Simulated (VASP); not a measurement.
# A VASP study of BN (Qingsongite) (SCAN): structure first, properties next

What structure and properties does SCAN give BN (Qingsongite), and how near are they to the measured ones? The steps: relaxing cell and atoms (SCAN), density, ELF and potential (SCAN), band structure (SCAN), total and projected DOS (SCAN), zone-centre phonons (SCAN), volume scan with SCAN, fit for SCAN, optical spectrum (SCAN), band structure (HSE06) and bands along the symmetry lines (TB-mBJ). The start is a cell from a database of measured crystal structures.

Calculated with VASP 6.6.1; SCAN; plane waves and PAW (B, N), in the first sound run; inputs show where later runs differ.

Experimental background.

For BN, zinc blende (micron-sized single crystals selected from powder, 295 K), “Equation of state of cubic boron nitride at high pressures and temperatures” (2007, arxiv:cond-mat/0702656) gives, by single-crystal x-ray diffraction: lattice constant a (a at ambient conditions) 3.6152 ± 0.0002 Å; bulk modulus (isothermal B0 from Vinet fit to measured P-V data, H2005 ruby scale) 395 ± 2 GPa [equation-of-state fit parameter; depends on the ruby pressure scale, and the quoted …].

For BN, zinc blende (cubic) (commercial high-pressure high-temperature grown grain, about 200 um), “Strong Confinment of optical fields using localised surface phonon polaritons in cubic Boron Nitride” (2018, arxiv:1812.11146) gives, by Raman scattering, 488 nm excitation: Raman mode (TO phonon at Gamma) 1056 cm⁻¹.

Most raw output is cut from this account.

## (1) Set-up

Before any relaxation, the start is as follows. The structure is cubic, space group F-43m (No. 216). The conventional cell has a = 3.615 Å, b = 3.615 Å, c = 3.615 Å, α = 90.00°, β = 90.00°, γ = 90.00°. Nearest to B lie 4 N at 1.57 Å. N has 4 B at 1.57 Å nearest. Farther neighbours and most contacts between anions are not listed.

## (2) Relaxing cell and atoms (SCAN)

Properties are meant for the cell that this level of theory prefers, so cell and atoms are relaxed first (ISIF = 3) until forces and stress are small; EDIFFG sets the threshold. SCAN adds the kinetic-energy density; it is numerically more delicate than r2SCAN.

The input, INCAR:

```
SYSTEM = BN
PREC = Accurate
ENCUT = 520
EDIFF = 1E-06
NELM = 100
ISMEAR = 0
SIGMA = 0.05
LREAL = .FALSE.
ALGO = Normal
METAGGA = SCAN
LASPH = .TRUE.
NBANDS = 10
LORBIT = 11
LWAVE = .FALSE.
LCHARG = .FALSE.
KPAR = 2
IBRION = 2
NSW = 60
ISIF = 3
EDIFFG = -0.01
```

The input, POSCAR:

```
BN
1.0
    0.0000000000      1.8075000000      1.8075000000
    1.8075000000      0.0000000000      1.8075000000
    1.8075000000      1.8075000000      0.0000000000
B N
1 1
Direct
    0.0000000000      0.0000000000      0.0000000000
    0.2500000000      0.2500000000      0.2500000000
```

The input, KPOINTS:

```
Automatic mesh
0
Gamma
11 11 11
0 0 0
```

The projector-augmented-wave data sets are B and N (PBE family, release 64).

On the command line:

```bash
$ mpirun -np 2 vasp_std
```

Run time: 16 s. Hardware: 2 MPI ranks of Intel Xeon 6975P-C (Granite Rapids), shared host; peak memory 0.23 GiB.

The gap is read on the k-mesh alone, so it is an upper bound where the band edges lie off the mesh. The PAW data sets were made with PBE, which is usual practice but a small mismatch for other functionals. The run keeps the 24 symmetry operations of its start, so it cannot find a distortion of lower symmetry.

Relaxation path:

```tsv
step	energy less that of the first step (eV)	largest force (eV/Å)	pressure (GPa)	volume (Å³)
1	0.0000	0.0000	-2.68	11.81
2	0.0000	0.0000	3.02	11.64
3	-0.0007	0.0000	0.16	11.73
```

```tsv
conventional cell, symmetrised	before	after	change
a (Å)	3.615	3.606	-0.2 %
b (Å)	3.615	3.606	-0.2 %
c (Å)	3.615	3.606	-0.2 %
volume (Å³/atom)	5.91	5.86	-0.7 %
```

Final coordinates:

```cif
data_structure
_symmetry_space_group_name_H-M 'P 1'
_symmetry_Int_Tables_number 1
_cell_length_a 2.5501
_cell_length_b 2.5501
_cell_length_c 2.5501
_cell_angle_alpha 60.000
_cell_angle_beta 60.000
_cell_angle_gamma 60.000
_cell_volume 11.73
loop_
_atom_site_label
_atom_site_type_symbol
_atom_site_fract_x
_atom_site_fract_y
_atom_site_fract_z
_atom_site_occupancy
B1 B 0.00000 0.00000 0.00000 1
N2 N 0.25000 0.25000 0.25000 1
```

Numbers from this step:

```yaml
electrons: 8
bands: 10
irreducible_k_points: 56
symmetry_operations: 24
free_energy_toten: -19.54 eV
fermi_energy: 7.502 eV
pressure: 0.1554 GPa
metallic: no
valence_top_at_k: 0, 0, 0
conduction_bottom_at_k: 0.4545, 0.4545, 0
least_direct_gap_at_k: 0, 0, 0
scf_cycles_over_all_ionic_steps: 26
gap_on_the_k_mesh: 5.078 eV
least_direct_gap_on_the_k_mesh: 9.523 eV
```

It ends with forces that vanish by symmetry and a pressure of 0.16 GPa. The volume lies -0.7 % from that of the database's start, which holds the thermal and zero-point expansion of its experiment.

## (3) Density, ELF and potential (SCAN)

A single point on the relaxed cell gives a clean self-consistent state, with density, ELF and potential written out.

INCAR, as its differences from that of step 2:

```diff
@@ -14,7 +14,5 @@
 LWAVE = .FALSE.
-LCHARG = .FALSE.
-KPAR = 2
-IBRION = 2
-NSW = 60
-ISIF = 3
-EDIFFG = -0.01
+LCHARG = .TRUE.
+ISIF = 2
+LELF = .TRUE.
+LVHAR = .TRUE.
```

The input, POSCAR:

```
BN
1.0
    0.0000000000      1.8031657440      1.8031657440
    1.8031657440      0.0000000000      1.8031657440
    1.8031657440      1.8031657440      0.0000000000
B N
1 1
Direct
    0.0000000000      0.0000000000      0.0000000000
    0.2500000000      0.2500000000      0.2500000000
```

KPOINTS is that of step 2.

On the command line:

```bash
$ mpirun -np 2 vasp_std
```

The job ended after 7 s (2 MPI ranks; peak memory 0.21 GiB).

This step gave:

| Property | Result |
| --- | --- |
| SCF cycles | 12 |
| pressure | 0.1302 GPa |

Valence electrons inside each PAW sphere by angular momentum. Sphere charges, by row:

```tsv
atom	s (e)	p (e)	d (e)	tot (e)
B1	0.686	1.352	0	2.037
N2	1.233	2.802	0	4.034
```

ELF in the ac plane of a cell with a along [110], b along [-110] and c along [001] of the cube at fractional y = 0.000, with atoms of B and N within 0.2 Å of it. It is the smooth field of the valence electrons, not physical close to the nuclei.

Ten even steps from '_' (0.03) to '@' (0.86), each cell a mean:
```
::%%@@%%@@@@==::%%@@%%@@@@==
==@@@@++##@@##==@@@@++##@@##
::**##==**%%==::**##==**%%==
__--##%%%%++..__--##%%%%++..
____--++==..______--++==..__
____________________________
--..______..::--..______..::
--::..__..::----::..__..::--
__--++++++==..__--++++++==..
```
Columns run along a (5.1 Å), rows up along c (3.6 Å), edges of the conventional cell, whose origin can differ from the input's. Atoms in or near the plane, at fractional coordinates: B at (0.50, 0.00), B at (0.00, 0.00), N at (0.75, 0.75), N at (0.25, 0.75).

Electrostatic potential energy in the ac plane of a cell with a along [110], b along [-110] and c along [001] of the cube at fractional y = 0.000, with atoms of B and N within 0.2 Å of it. With pseudopotentials it is smooth inside the atoms' cores, unlike the true potential.

Ten even steps from '0' (-44 eV) to '9' (3 eV), each cell a mean:
```
54656545465654
67200666720066
98100699810069
99745999974599
99999999999999
99999999999999
89999988999998
46899744689974
83798558379855
```
Columns run along a (5.1 Å; values clipped at the 3rd and 97th percentile), rows up along c (3.6 Å), edges of the conventional cell, whose origin can differ from the input's. Atoms in or near the plane, at fractional coordinates: B at (0.50, 0.00), B at (0.00, 0.00), N at (0.75, 0.75), N at (0.25, 0.75).

Valence density in the ac plane of a cell with a along [110], b along [-110] and c along [001] of the cube at fractional y = 0.000, with atoms of B and N within 0.2 Å of it. It is the smooth field of the valence electrons, not physical close to the nuclei.

Ten even steps from '_' (0.1 e/Å³) to '@' (3.5 e/Å³), each cell a mean:
```
..::--====--....::--====--..
..--##@@%%==....--##@@%%==..
__..**@@%%--____..**@@%%--__
____::==--..______::==--..__
______..____________..______
____________________________
____________________________
..__________....__________..
......__............__......
```
Columns run along a (5.1 Å), rows up along c (3.6 Å), edges of the conventional cell, whose origin can differ from the input's. Atoms in or near the plane, at fractional coordinates: B at (0.50, 0.00), B at (0.00, 0.00), N at (0.75, 0.75), N at (0.25, 0.75).

In this run the pressure is 0.13 GPa, small enough to go on.

## (4) Band structure (SCAN)

Levels along the symmetry lines show where the bands peak and cross; KPOINTS_OPT computes them in the converged potential.

The input, INCAR:

```
SYSTEM = BN
PREC = Accurate
ENCUT = 520
EDIFF = 1E-06
NELM = 100
ISMEAR = 0
SIGMA = 0.05
LREAL = .FALSE.
ALGO = Normal
METAGGA = SCAN
LASPH = .TRUE.
NBANDS = 16
LORBIT = 11
LWAVE = .FALSE.
LCHARG = .FALSE.
KPAR = 2
```

POSCAR is that of step 3.

KPOINTS is that of step 3.

The input, KPOINTS_OPT:

```
Line mode
16
Line-mode
Reciprocal
  0.00000000   0.00000000   0.00000000 GAMMA
  0.50000000   0.00000000   0.50000000 X

  0.50000000   0.00000000   0.50000000 X
  0.50000000   0.25000000   0.75000000 W

  0.50000000   0.25000000   0.75000000 W
  0.37500000   0.37500000   0.75000000 K

  0.37500000   0.37500000   0.75000000 K
  0.00000000   0.00000000   0.00000000 GAMMA

  0.00000000   0.00000000   0.00000000 GAMMA
  0.50000000   0.50000000   0.50000000 L

  0.50000000   0.50000000   0.50000000 L
  0.62500000   0.25000000   0.62500000 U

  0.62500000   0.25000000   0.62500000 U
  0.50000000   0.25000000   0.75000000 W

  0.50000000   0.25000000   0.75000000 W
  0.50000000   0.50000000   0.50000000 L

  0.50000000   0.50000000   0.50000000 L
  0.37500000   0.37500000   0.75000000 K

  0.62500000   0.25000000   0.62500000 U
  0.50000000   0.00000000   0.50000000 X
```

On the command line:

```bash
$ mpirun -np 2 vasp_std
```

The job ended after 20 s (2 MPI ranks; peak memory 0.24 GiB; 39 s of CPU time).

This step gave:

```
SCF cycles                        : 13
bands                             : 16
Fermi energy                      : 7.573 eV
pressure                          : 0.1386 GPa
least gap on mesh and path        : 4.970 eV
least direct gap on mesh and path : 9.523 eV
conduction bottom at k            : 0.5, 0, 0.5
```

The electronic bands at the labelled points (eV, zero at the valence-band top; v1 is the highest filled band, c1 the lowest empty one):

```tsv
point	v3	v2	v1	c1	c2	c3	c4
Γ	0.00	0.00	0.00	9.52	9.52	9.52	11.15
0.53 of the way	-4.66	-3.39	-3.39	7.18	12.07	14.93	14.93
X	-9.37	-5.14	-5.14	4.97	9.86	19.32	19.32
0.53 of the way	-8.88	-6.09	-6.08	7.37	11.85	17.23	18.63
W	-8.02	-7.26	-6.74	10.36	14.29	15.50	15.66
0.47 of the way	-8.35	-7.69	-5.43	9.00	14.02	15.56	17.48
K	-8.56	-7.96	-4.27	7.51	13.75	17.01	17.96
0.47 of the way	-6.48	-4.47	-1.36	11.34	11.79	12.40	14.71
Γ	0.00	0.00	0.00	9.52	9.52	9.52	11.15
0.47 of the way	-5.24	-1.08	-1.08	10.33	11.02	11.02	14.35
L	-11.15	-2.03	-2.03	10.86	11.48	11.48	16.45
0.47 of the way	-10.47	-4.40	-2.89	9.74	13.32	13.44	16.80
U	-8.56	-7.96	-4.27	7.51	13.75	17.01	17.96
0.53 of the way	-8.35	-7.69	-5.43	9.00	14.02	15.56	17.48
W	-8.02	-7.26	-6.74	10.36	14.29	15.50	15.66
0.47 of the way	-9.98	-5.35	-3.81	10.30	12.10	15.69	17.04
L	-11.15	-2.03	-2.03	10.86	11.48	11.48	16.45
0.53 of the way	-10.27	-4.96	-3.09	9.41	13.88	13.94	16.73
K	-8.56	-7.96	-4.27	7.51	13.75	17.01	17.96
jump to U	-8.56	-7.96	-4.27	7.51	13.75	17.01	17.96
0.47 of the way	-9.12	-6.35	-4.88	6.06	11.01	18.57	18.85
X	-9.37	-5.14	-5.14	4.97	9.86	19.32	19.32
```

The largest weight of each band there:

```tsv
point	v3	v2	v1	c1	c2	c3	c4
Γ	N 0.86	N 0.86	N 0.86	B 0.93	B 0.93	B 0.93	N 0.73
X	N 0.54	N 0.62	N 0.62	B 0.59	B 0.90	B 0.55	B 0.55
W	B 0.51	N 0.65	N 0.54	N 0.87	B 0.74	B 1.00	B 0.50
K	N 0.51	N 0.58	N 0.64	B 0.57	B 0.57	B 0.60	B 0.62
Γ	N 0.86	N 0.86	N 0.86	B 0.93	B 0.93	B 0.93	N 0.73
L	B 0.50	N 0.72	N 0.72	B 0.61	B 0.79	B 0.79	N 0.80
```

The path lowers the gap by 0.11 eV against the mesh alone, so a band edge lies off the mesh.

The path shows an indirect gap of 4.97 eV (valence top at Γ, conduction bottom at X). The least direct gap is 9.52 eV.

## (5) Total and projected DOS (SCAN)

A density of states needs more k-points than a total energy; ISMEAR = -5 takes tetrahedra, and LORBIT projects the states on the PAW spheres. The mesh is finer than in the run before.

INCAR, as its differences from that of step 4:

```diff
@@ -5,3 +5,3 @@
 NELM = 100
-ISMEAR = 0
+ISMEAR = -5
 SIGMA = 0.05
@@ -16 +16,2 @@
 KPAR = 2
+NEDOS = 2001
```

POSCAR is that of step 4.

The input, KPOINTS:

```
Automatic mesh
0
Gamma
16 16 16
0 0 0
```

On the command line:

```bash
$ mpirun -np 2 vasp_std
```

Run time: 24 s. Hardware: 2 MPI ranks; peak memory 0.26 GiB; 47 s of CPU time.

This step gave:

| Quantity | Value |
| --- | --- |
| irreducible k-points | 145 |
| Fermi energy | 7.299 eV |
| pressure | 0.1421 GPa |
| conduction bottom at k | 0.5, 0.5, 0 |
| gap on the k-mesh | 4.970 eV |

The density of states has structure finer than the step of the table below, so its rows give means over 1 eV, whole bins alone (the curve runs from -12.0 to 13.0 eV). Peaks (eV: height): total -8.7: 1.20, 10.1: 1.03, 11.4: 1.38, 12.7: 1.30; N p -8.7: 0.439, -2.3: 0.440, 10.1: 0.163, 12.7: 0.188; B p -5.0: 0.214, 10.9: 0.269, 11.4: 0.453, 11.7: 0.370; B s -8.7: 0.275, 10.9: 0.129, 11.4: 0.134, 12.7: 0.150; N s -8.7: 0.0367, 10.9: 0.0863, 11.4: 0.0788, 12.7: 0.0832.

States under -12.0 eV and over 13.0 eV are left out. Table of density of states by energy, zero at the valence-band top; means over each step; values in states/eV/cell:

```tsv
energy (eV)	total	N p	B p	B s	N s
-11	0.0676	0.0225	0.00868	0.0132	7.3e-4
-10	0.273	0.0928	0.0379	0.0493	0.00597
-9	0.737	0.265	0.0816	0.154	0.0224
-8	0.397	0.146	0.0505	0.0657	0.0251
-7	0.503	0.201	0.0876	0.0548	0.0199
-6	0.596	0.255	0.120	0.0504	0.0167
-5	0.825	0.382	0.193	0.0390	0.0136
-4	0.829	0.410	0.196	0.0260	0.0105
-3	0.795	0.424	0.183	0.0149	0.00720
-2	0.630	0.362	0.134	0.00655	0.00408
-1	0.291	0.181	0.0507	0.00185	0.00164
0	0.0521	0.0347	0.00712	1.1e-4	1.4e-4
1	0	0	0	0	0
2	0	0	0	0	0
3	0	0	0	0	0
4	0	0	0	0	0
5	0.0131	2.3e-4	0.00259	4.4e-5	0.00168
6	0.0843	0.00348	0.0175	0.00107	0.00967
7	0.163	0.0109	0.0362	0.00427	0.0158
8	0.270	0.0238	0.0659	0.0100	0.0212
9	0.435	0.0476	0.121	0.0168	0.0261
10	0.797	0.108	0.225	0.0395	0.0351
11	0.721	0.0674	0.226	0.0765	0.0449
12	1.01	0.120	0.316	0.101	0.0641
```

The gap on this mesh is 4.97 eV. In the top eV of the valence band the largest shares in the PAW spheres are N p 65 % and B p 15 %; in the lowest eV of the conduction band, B p 20 % and N s 12 %. The rest lies in smaller channels or between the spheres.

## (6) Zone-centre phonons (SCAN)

Zone-centre modes test whether the atoms sit at a minimum within this cell. IBRION = 6 takes the force constants from differences of forces between displaced cells, so the forces must be tight.

The input, INCAR:

```
SYSTEM = BN
PREC = Accurate
ENCUT = 520
EDIFF = 1E-08
NELM = 100
ISMEAR = 0
SIGMA = 0.05
LREAL = .FALSE.
ALGO = Normal
METAGGA = SCAN
LASPH = .TRUE.
NBANDS = 10
LORBIT = 11
LWAVE = .FALSE.
LCHARG = .FALSE.
KPAR = 2
IBRION = 6
NFREE = 2
POTIM = 0.015
ISIF = 2
NSW = 1
```

POSCAR is that of step 5.

The input, KPOINTS:

```
Automatic mesh
0
Gamma
11 11 11
0 0 0
```

On the command line:

```bash
$ mpirun -np 2 vasp_std
```

Run time: 72 s. Hardware: 2 MPI ranks; peak memory 0.31 GiB; 2.4 min of CPU time.

The last energy, forces, stress and levels in OUTCAR belong to the last displaced cell, not to the cell of POSCAR.

Numbers from this step:

```
bands                     : 10
irreducible k-points      : 56
pressure of the cell      : 0.1349 GPa
largest force of the cell : 0 eV/Å
```

Transverse limit, no LO-TO splitting. Modes at Γ, with each element's share of the kinetic energy:

```tsv
mode	frequency (cm⁻¹)	symmetry	B %	N %
1	-0.1	acoustic	44	56
2	-0.1	acoustic	44	56
3	-0.1	acoustic	44	56
4	1042.0	T2	56	44
5	1042.0	T2	56	44
6	1042.0	T2	56	44
```

Displacements in mode 5 (1042.0 cm⁻¹), the largest set to 1:
```
B1   0.00 -1.00 -0.43
N2   0.00  0.77  0.33
```

The three acoustic modes lie within 0.1 cm⁻¹ of zero, and all others are real. By the characters of their eigenvectors the optical modes sort into (cm⁻¹) Raman active: T2 1042; infrared active: T2 1042.

## (7) Volume scan with SCAN, volume scale 0.94

An equation of state needs energies on both sides of the minimum, all on one mesh and cutoff.

INCAR, as its differences from that of step 6:

```diff
@@ -3,3 +3,3 @@
 ENCUT = 520
-EDIFF = 1E-08
+EDIFF = 1E-06
 NELM = 100
@@ -16,6 +16,2 @@
 KPAR = 2
-IBRION = 6
-NFREE = 2
-POTIM = 0.015
 ISIF = 2
-NSW = 1
```

The input, POSCAR:

```
BN
1.0
    0.0000000000      1.7663561145      1.7663561145
    1.7663561145      0.0000000000      1.7663561145
    1.7663561145      1.7663561145      0.0000000000
B N
1 1
Direct
    0.0000000000      0.0000000000      0.0000000000
    0.2500000000      0.2500000000      0.2500000000
```

KPOINTS is that of step 6.

On the command line:

```bash
$ mpirun -np 2 vasp_std
```

It took 7.8 s on 2 MPI ranks; peak memory 0.22 GiB; 14 s of CPU time.

The scan keeps the cell's shape and the fractional positions fixed.

Numbers from this step:

```yaml
free_energy_toten: -19.48 eV
fermi_energy: 8.283 eV
pressure: 27.45 GPa
conduction_bottom_at_k: 0.4545, 0.4545, 0
gap_on_the_k_mesh: 5.163 eV
least_direct_gap_on_the_k_mesh: 9.832 eV
```

The pressure here is 27.45 GPa.

## (8) Volume scan with SCAN, volume scale 0.96

INCAR is that of step 7.

The input, POSCAR:

```
BN
1.0
    0.0000000000      1.7787956519      1.7787956519
    1.7787956519      0.0000000000      1.7787956519
    1.7787956519      1.7787956519      0.0000000000
B N
1 1
Direct
    0.0000000000      0.0000000000      0.0000000000
    0.2500000000      0.2500000000      0.2500000000
```

KPOINTS is that of step 7.

On the command line:

```bash
$ mpirun -np 2 vasp_std
```

The job ended after 7.8 s (2 MPI ranks; peak memory 0.22 GiB; 14 s of CPU time).

Numbers from this step:

```yaml
scf_cycles: 12
free_energy_toten: -19.52 eV
fermi_energy: 8.139 eV
pressure: 17.49 GPa
gap_on_the_k_mesh: 5.134 eV
least_direct_gap_on_the_k_mesh: 9.726 eV
```

The pressure falls from 27.45 to 17.49 GPa.

The run ends at a pressure of 17.49 GPa.

## (9) Volume scan with SCAN, volume scale 0.98

INCAR is that of step 8.

The input, POSCAR:

```
BN
1.0
    0.0000000000      1.7910635958      1.7910635958
    1.7910635958      0.0000000000      1.7910635958
    1.7910635958      1.7910635958      0.0000000000
B N
1 1
Direct
    0.0000000000      0.0000000000      0.0000000000
    0.2500000000      0.2500000000      0.2500000000
```

KPOINTS is that of step 8.

On the command line:

```bash
$ mpirun -np 2 vasp_std
```

It took 8 s on 2 MPI ranks; peak memory 0.22 GiB.

The pressure falls from 17.49 to 8.41 GPa.

The run ends at a pressure of 8.41 GPa.

## (10) Volume scan with SCAN, volume scale 1

INCAR is that of step 9.

The input, POSCAR:

```
BN
1.0
    0.0000000000      1.8031657440      1.8031657440
    1.8031657440      0.0000000000      1.8031657440
    1.8031657440      1.8031657440      0.0000000000
B N
1 1
Direct
    0.0000000000      0.0000000000      0.0000000000
    0.2500000000      0.2500000000      0.2500000000
```

KPOINTS is that of step 9.

On the command line:

```bash
$ mpirun -np 2 vasp_std
```

It took 8.8 s on 2 MPI ranks; peak memory 0.23 GiB.

The pressure falls from 8.41 to 0.13 GPa.

The run ends at a pressure of 0.13 GPa.

## (11) Volume scan with SCAN, volume scale 1.02

INCAR is that of step 10.

The input, POSCAR:

```
BN
1.0
    0.0000000000      1.8151075870      1.8151075870
    1.8151075870      0.0000000000      1.8151075870
    1.8151075870      1.8151075870      0.0000000000
B N
1 1
Direct
    0.0000000000      0.0000000000      0.0000000000
    0.2500000000      0.2500000000      0.2500000000
```

KPOINTS is that of step 10.

On the command line:

```bash
$ mpirun -np 2 vasp_std
```

Elapsed: 7.6 s, on 2 MPI ranks; peak memory 0.22 GiB; 14 s of CPU time.

The pressure falls from 0.13 to -7.41 GPa, so it vanishes between these two volumes.

## (12) Volume scan with SCAN, volume scale 1.04

INCAR is that of step 11.

The input, POSCAR:

```
BN
1.0
    0.0000000000      1.8268943302      1.8268943302
    1.8268943302      0.0000000000      1.8268943302
    1.8268943302      1.8268943302      0.0000000000
B N
1 1
Direct
    0.0000000000      0.0000000000      0.0000000000
    0.2500000000      0.2500000000      0.2500000000
```

KPOINTS is that of step 11.

On the command line:

```bash
$ mpirun -np 2 vasp_std
```

The job ended after 7.4 s (2 MPI ranks; peak memory 0.23 GiB).

The pressure falls from -7.41 to -14.29 GPa.

The run ends at a pressure of -14.29 GPa.

## (13) Volume scan with SCAN, volume scale 1.06

A prediction first. A parabola through the 6 pressures of evenly scaled cells so far, P = 0.12 -396.0 t +736 t² GPa with t = ln(V/V₁) and V₁ the volume at scale 1, gives -20.45 GPa at t = +0.0583.

INCAR is that of step 12.

The input, POSCAR:

```
BN
1.0
    0.0000000000      1.8385309135      1.8385309135
    1.8385309135      0.0000000000      1.8385309135
    1.8385309135      1.8385309135      0.0000000000
B N
1 1
Direct
    0.0000000000      0.0000000000      0.0000000000
    0.2500000000      0.2500000000      0.2500000000
```

KPOINTS is that of step 12.

On the command line:

```bash
$ mpirun -np 2 vasp_std
```

Elapsed: 8.6 s, on 2 MPI ranks; peak memory 0.23 GiB.

The pressure falls from -14.29 to -20.57 GPa. The parabola predicted -20.45 GPa, +0.12 GPa off.

(Continued in part 2 of 2.)

[Lines on the potential files, build, host, timing and source positions are cut from VASP's logs without a mark.]

[Logs are printed without paths, hosts, clocks, repeated set-up lines and the standing remarks that a program may print on its own settings, such as how far it seeks lower states.]

[Hosts, paths, dates, database ids (printed as entryN), source tags and the programs' standing remarks are cut or masked in the printed files.]

[Measured values are set beside computed ones only where the two were judged alike; some that the calculation misses by far are left out.]
